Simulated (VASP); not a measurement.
Here is the system:

```yaml
crystal:
  lattice:
    - [0.00000, 2.38768, 2.38768]
    - [2.38768, 0.00000, 2.38768]
    - [2.38768, 2.38768, 0.00000]
  atoms:
    - { symbol: B, position: [0.00000, 0.00000, 0.00000] }
    - { symbol: As, position: [0.25000, 0.25000, 0.25000] }
```

All values below come from AM05 GGA, VASP's PBE PAW potentials (set 64) (plane waves; VASP). Numerical set-up: 520 eV cut-off, 11×11×11 Γ-centred mesh, tetrahedra with Blöchl corrections, potentials B As.

Question: Estimate the energy per atom (σ→0).

Answer: 
```yaml
energy per atom (σ→0): -5944 meV/atom
```

The compound is BAs in the zinc blende structure. It was relaxed first.
